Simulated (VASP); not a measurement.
VASP input:

**KPOINTS**
```
Automatic mesh
0
gamma
4 4 4
0 0 0
```

**POSCAR**
```
InSb
1
    0.0000000000     3.2400000000     3.2400000000
    3.2400000000     0.0000000000     3.2400000000
    3.2400000000     3.2400000000     0.0000000000
In Sb
1 1
Direct
  0.0000000000   0.0000000000   0.0000000000
  0.2500000000   0.2500000000   0.2500000000
```

**INCAR**
```
SYSTEM  =  InSb
PREC  =  Accurate; ENCUT  =  300; LREAL  =  .False.
LASPH  =  .True.
EDIFF  =  1E-6; NELM  =  100; ALGO  =  Normal
LMAXMIX  =  4
ISMEAR  =  -1; SIGMA  =  0.05
GGA  =  PE
ISIF  =  2
LWAVE  =  .False.; LCHARG  =  .False.
```

POTCAR, in this order: In_d Sb (PBE.64 set). Program: vasp_std.

Question: Translate this PBE calculation to Quantum ESPRESSO's pw.x.

Answer: One equivalent input (not run):
```
&CONTROL
  calculation = 'scf'
  pseudo_dir = './pseudo'
  outdir = './out'
  tprnfor = .true.
  tstress = .true.
/
&SYSTEM
  ibrav = 0
  nat = 2
  ntyp = 2
  ecutwfc = 80
  occupations = 'smearing'
  smearing = 'fermi-dirac'
  degauss = 0.003675
  input_dft = 'pbe'
/
&ELECTRONS
  conv_thr = 7.3e-08
  electron_maxstep = 100
/
ATOMIC_SPECIES
  In 114.818 In.upf
  Sb 121.760 Sb.upf
CELL_PARAMETERS angstrom
     0.0000000    3.2400000    3.2400000
     3.2400000    0.0000000    3.2400000
     3.2400000    3.2400000    0.0000000
ATOMIC_POSITIONS crystal
  In   0.0000000  0.0000000  0.0000000
  Sb   0.2500000  0.2500000  0.2500000
K_POINTS automatic
  4 4 4 0 0 0
```
The two are equivalent in intent, not identical: the potentials are each code's own (VASP's PAW set, PseudoDojo norm-conserving files in pw.x), so ENCUT and ecutwfc are chosen apart and not converted; conv_thr bounds pw.x's estimated SCF error, while EDIFF bounds the energy change between steps.

The structure is a typed InSb crystal (F-43m). The cell was not relaxed at this level. The k-mesh is coarse (spacing up to 0.42 per Å, 2π included), so the numbers may not be converged in it. The run is one of a series of settings (KPOINTS 4×4×4 Γ-centred mesh against the base run), some of them coarse on purpose.
